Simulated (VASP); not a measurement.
Method: SCAN meta-GGA, VASP's PBE PAW potentials (set 64) (plane waves; VASP).

VASP ran on this input.

File KPOINTS:
```
Automatic mesh
0
Gamma
14 14 8
0 0 0
```

### INCAR
```
ALGO=Normal
EDIFF=1E-6
EDIFFG=-0.01
ENCUT=520
IBRION=2
ISIF=3
ISMEAR=1
LASPH=T
LCHARG=F
LMAXMIX=6
LMIXTAU=T
LREAL=F
LWAVE=F
METAGGA=SCAN
NELM=100
NSW=60
PREC=Accurate
SIGMA=0.1
SYSTEM=Os
```

POSCAR:
```
Os
1.0
  1.3650000000  -2.3642490000   0.0000000000
  1.3650000000   2.3642490000   0.0000000000
  0.0000000000   0.0000000000   4.3200000000
Os
2
Direct
  0.3333330000   0.6666670000   0.2500000000
  0.6666670000   0.3333330000   0.7500000000
```

POTCAR, in this order: Os (PBE.64 set). Program: vasp_std.

Output

OSZICAR:
```
...
DAV:  28    -0.143645375335E+03   -0.14838E-05   -0.11242E-06  1452   0.127E-02    0.323E-03
DAV:  29    -0.143645373969E+03    0.13666E-05   -0.46281E-07  1452   0.848E-03    0.138E-03
DAV:  30    -0.143645373852E+03    0.11659E-06   -0.13986E-07  1452   0.548E-03
   1 F= -.14364537E+03 E0= -.14364519E+03  d E =-.143645E+03
       N       E                     dE             d eps       ncg     rms          rms(c)
DAV:   1    -0.144976053261E+03   -0.13307E+01   -0.25166E+01  2880   0.446E+01    0.197E+01
DAV:   2    -0.143473005223E+03    0.15030E+01   -0.23113E+00  2888   0.165E+01    0.767E+00
DAV:   3    -0.143550086194E+03   -0.77081E-01   -0.22572E+00  3024   0.163E+01    0.425E+00
DAV:   4    -0.143300272973E+03    0.24981E+00   -0.85841E-01  2892   0.102E+01    0.288E-01
DAV:   5    -0.143296636345E+03    0.36366E-02   -0.46511E-02  2988   0.296E+00    0.390E-01
DAV:   6    -0.143299102689E+03   -0.24663E-02   -0.20453E-02  2912   0.210E+00    0.204E-01
DAV:   7    -0.143296682718E+03    0.24200E-02   -0.54318E-03  2896   0.101E+00    0.506E-02
DAV:   8    -0.143296805646E+03   -0.12293E-03   -0.14926E-03  2972   0.593E-01    0.775E-02
DAV:   9    -0.143296746830E+03    0.58816E-04   -0.15696E-03  2948   0.619E-01    0.115E-01
DAV:  10    -0.143296501870E+03    0.24496E-03   -0.29019E-04  2896   0.255E-01    0.301E-02
DAV:  11    -0.143296507036E+03   -0.51665E-05   -0.45116E-05  2976   0.896E-02    0.886E-03
DAV:  12    -0.143296495795E+03    0.11242E-04   -0.15242E-05  2884   0.567E-02    0.518E-03
DAV:  13    -0.143296486760E+03    0.90347E-05   -0.50874E-06  3000   0.372E-02    0.668E-03
DAV:  14    -0.143296489373E+03   -0.26131E-05   -0.10842E-06  1452   0.176E-02    0.280E-03
DAV:  15    -0.143296488948E+03    0.42563E-06   -0.91778E-08  1440   0.432E-03
   2 F= -.14329649E+03 E0= -.14329579E+03  d E =0.348885E+00
       N       E                     dE             d eps       ncg     rms          rms(c)
DAV:   1    -0.144156907288E+03   -0.86042E+00   -0.14386E+01  2880   0.329E+01    0.140E+01
DAV:   2    -0.143915835591E+03    0.24107E+00   -0.92294E-01  2904   0.105E+01    0.704E+00
DAV:   3    -0.143629314465E+03    0.28652E+00   -0.14610E+00  3128   0.128E+01    0.317E+00
DAV:   4    -0.143660795292E+03   -0.31481E-01   -0.14451E-01  2928   0.454E+00    0.643E-01
DAV:   5    -0.143657614660E+03    0.31806E-02   -0.27590E-02  2904   0.199E+00    0.547E-01
DAV:   6    -0.143661753246E+03   -0.41386E-02   -0.69018E-03  2924   0.121E+00    0.209E-01
DAV:   7    -0.143660915845E+03    0.83740E-03   -0.16580E-03  2924   0.602E-01    0.109E-01
DAV:   8    -0.143661464149E+03   -0.54830E-03   -0.89026E-04  2908   0.410E-01    0.148E-01
DAV:   9    -0.143661020368E+03    0.44378E-03   -0.22531E-03  2880   0.699E-01    0.662E-02
DAV:  10    -0.143660920293E+03    0.10008E-03   -0.52169E-04  2880   0.315E-01    0.119E-02
DAV:  11    -0.143660901755E+03    0.18538E-04   -0.59758E-05  2952   0.108E-01    0.770E-03
DAV:  12    -0.143660898687E+03    0.30684E-05   -0.30452E-05  2884   0.716E-02    0.918E-03
DAV:  13    -0.143660903258E+03   -0.45711E-05   -0.88398E-06  2912   0.464E-02    0.489E-03
DAV:  14    -0.143660900655E+03    0.26025E-05   -0.26450E-06  1692   0.244E-02    0.484E-03
DAV:  15    -0.143660900628E+03    0.27590E-07   -0.36528E-07  1448   0.788E-03
   3 F= -.14366090E+03 E0= -.14366065E+03  d E =-.155268E-01
       N       E                     dE             d eps       ncg     rms          rms(c)
DAV:   1    -0.143661007467E+03   -0.10681E-03   -0.13745E-03  2880   0.324E-01    0.133E-01
DAV:   2    -0.143660956176E+03    0.51291E-04   -0.12372E-04  2880   0.122E-01    0.608E-02
DAV:   3    -0.143660946026E+03    0.10150E-04   -0.22903E-04  2912   0.163E-01    0.370E-02
DAV:   4    -0.143660934817E+03    0.11209E-04   -0.68536E-05  2884   0.962E-02    0.599E-03
DAV:   5    -0.143660934283E+03    0.53477E-06   -0.38209E-06  2904   0.253E-02
   4 F= -.14366093E+03 E0= -.14366068E+03  d E =-.155604E-01
       N       E                     dE             d eps       ncg     rms          rms(c)
DAV:   1    -0.143660948993E+03   -0.14176E-04   -0.30517E-04  2880   0.152E-01    0.623E-02
DAV:   2    -0.143660936849E+03    0.12145E-04   -0.25160E-05  2888   0.557E-02    0.284E-02
DAV:   3    -0.143660931334E+03    0.55147E-05   -0.47452E-05  2952   0.742E-02    0.183E-02
DAV:   4    -0.143660931659E+03   -0.32512E-06   -0.11658E-05  2892   0.396E-02    0.310E-03
DAV:   5    -0.143660931205E+03    0.45379E-06   -0.77343E-07  1456   0.114E-02
   5 F= -.14366093E+03 E0= -.14366068E+03  d E =-.155574E-01
       N       E                     dE             d eps       ncg     rms          rms(c)
DAV:   1    -0.143662252487E+03   -0.13208E-02   -0.14060E-01  2944   0.339E+00    0.272E-01
DAV:   2    -0.143661889156E+03    0.36333E-03   -0.26211E-03  3420   0.698E-01    0.141E-01
DAV:   3    -0.143661510564E+03    0.37859E-03   -0.93403E-03  2880   0.119E+00    0.629E-02
DAV:   4    -0.143660967662E+03    0.54290E-03   -0.43826E-03  2880   0.855E-01    0.236E-02
DAV:   5    -0.143660752449E+03    0.21521E-03   -0.61251E-04  2880   0.319E-01    0.182E-02
DAV:   6    -0.143660801381E+03   -0.48932E-04   -0.22558E-04  2896   0.199E-01    0.140E-02
DAV:   7    -0.143660744205E+03    0.57175E-04   -0.17605E-04  2896   0.172E-01    0.217E-03
DAV:   8    -0.143660747024E+03   -0.28188E-05   -0.92011E-06  3276   0.385E-02    0.233E-03
DAV:   9    -0.143660743876E+03    0.31480E-05   -0.49925E-06  2864   0.314E-02    0.139E-03
DAV:  10    -0.143660745830E+03   -0.19539E-05   -0.96222E-07  1468   0.137E-02    0.436E-04
DAV:  11    -0.143660745573E+03    0.25642E-06   -0.64384E-08  1440   0.351E-03
   6 F= -.14366075E+03 E0= -.14366024E+03  d E =0.185632E-03
       N       E                     dE             d eps       ncg     rms          rms(c)
DAV:   1    -0.143661710633E+03   -0.96480E-03   -0.44479E-02  2948   0.191E+00    0.152E-01
DAV:   2    -0.143661532520E+03    0.17811E-03   -0.77534E-04  3416   0.383E-01    0.771E-02
DAV:   3    -0.143661487017E+03    0.45503E-04   -0.28522E-03  2880   0.658E-01    0.338E-02
DAV:   4    -0.143661282746E+03    0.20427E-03   -0.13765E-03  2880   0.477E-01    0.129E-02
DAV:   5    -0.143661220796E+03    0.61950E-04   -0.23794E-04  2880   0.198E-01    0.931E-03
DAV:   6    -0.143661241470E+03   -0.20674E-04   -0.74307E-05  2884   0.114E-01    0.587E-03
DAV:   7    -0.143661223062E+03    0.18408E-04   -0.29465E-05  2880   0.711E-02    0.159E-03
DAV:   8    -0.143661221844E+03    0.12179E-05   -0.34925E-06  2960   0.241E-02    0.164E-03
DAV:   9    -0.143661221990E+03   -0.14674E-06   -0.10795E-06  1540   0.150E-02
   7 F= -.14366122E+03 E0= -.14366086E+03  d E =-.290785E-03
       N       E                     dE             d eps       ncg     rms          rms(c)
DAV:   1    -0.143661355461E+03   -0.13362E-03   -0.34358E-03  2880   0.512E-01    0.210E-01
DAV:   2    -0.143661237844E+03    0.11762E-03   -0.31786E-04  2880   0.195E-01    0.963E-02
DAV:   3    -0.143661248905E+03   -0.11060E-04   -0.59013E-04  2896   0.262E-01    0.584E-02
DAV:   4    -0.143661189164E+03    0.59741E-04   -0.17582E-04  2884   0.155E-01    0.102E-02
DAV:   5    -0.143661189952E+03   -0.78879E-06   -0.97533E-06  2936   0.406E-02
   8 F= -.14366119E+03 E0= -.14366084E+03  d E =0.320380E-04
       N       E                     dE             d eps       ncg     rms          rms(c)
DAV:   1    -0.143661315769E+03   -0.12661E-03   -0.17612E-03  2880   0.369E-01    0.150E-01
DAV:   2    -0.143661251491E+03    0.64278E-04   -0.17617E-04  2880   0.146E-01    0.688E-02
DAV:   3    -0.143661249776E+03    0.17154E-05   -0.33037E-04  2892   0.198E-01    0.403E-02
DAV:   4    -0.143661225319E+03    0.24456E-04   -0.11551E-04  2880   0.128E-01    0.726E-03
DAV:   5    -0.143661225311E+03    0.79498E-08   -0.57407E-06  2928   0.319E-02
   9 F= -.14366123E+03 E0= -.14366087E+03  d E =-.332089E-05
```

File OUTCAR:
```
------------------------ aborting loop because EDIFF is reached ----------------------------------------
  FORCE on cell =-STRESS in cart. coord.  units (eV):
  Direction    XX          YY          ZZ          XY          YZ          ZX
  --------------------------------------------------------------------------------------
  Total       -0.0065425     -0.0065425     -0.0073968     -0.0000000      0.0000000      0.0000000
  in kB       -0.3831418     -0.3831417     -0.4331717     -0.0000000      0.0000000      0.0000000
  external PRESSURE =      -0.3998184 kB  Pullay stress =       0.0000000 kB
  volume of cell :       27.36
      direct lattice vectors                 reciprocal lattice vectors
     1.359211912 -2.354223742  0.000000000     0.367860225 -0.212384231  0.000000000
     1.359211912  2.354223742  0.000000000     0.367860225  0.212384231  0.000000000
    -0.000000000  0.000000000  4.274946992    -0.000000000  0.000000000  0.233921029
 POSITION                                       TOTAL-FORCE (eV/Angst)
 -----------------------------------------------------------------------------------
      1.35921      0.78474      1.06874        -0.000000     -0.000000      0.000000
      1.35921     -0.78474      3.20621         0.000000      0.000000      0.000000
 -----------------------------------------------------------------------------------
    total drift:                               -0.000000      0.000024     -0.000020
  FREE ENERGIE OF THE ION-ELECTRON SYSTEM (eV)
  ---------------------------------------------------
  free  energy   TOTEN  =      -143.6612253114 eV

  energy  without entropy=     -143.6601589347  energy(sigma->0) =     -143.66086985

 reached required accuracy - stopping structural energy minimisation
```
(Selected blocks of OUTCAR.)

File CONTCAR:
```
Os
   1.00000000000000
     1.3592119118981847   -2.3542237418268006    0.0000000000000000
     1.3592119118981847    2.3542237418268006    0.0000000000000000
    -0.0000000000000000    0.0000000000000000    4.2749469917656358
  Os
     2
Direct
     0.3333330000000032    0.6666669999999968    0.2500000000000000
     0.6666669999999968    0.3333330000000032    0.7500000000000000
```

The compound is Os in the hcp structure. This run relaxes it. Symmetry was kept, so distortions that lower it aren't found.
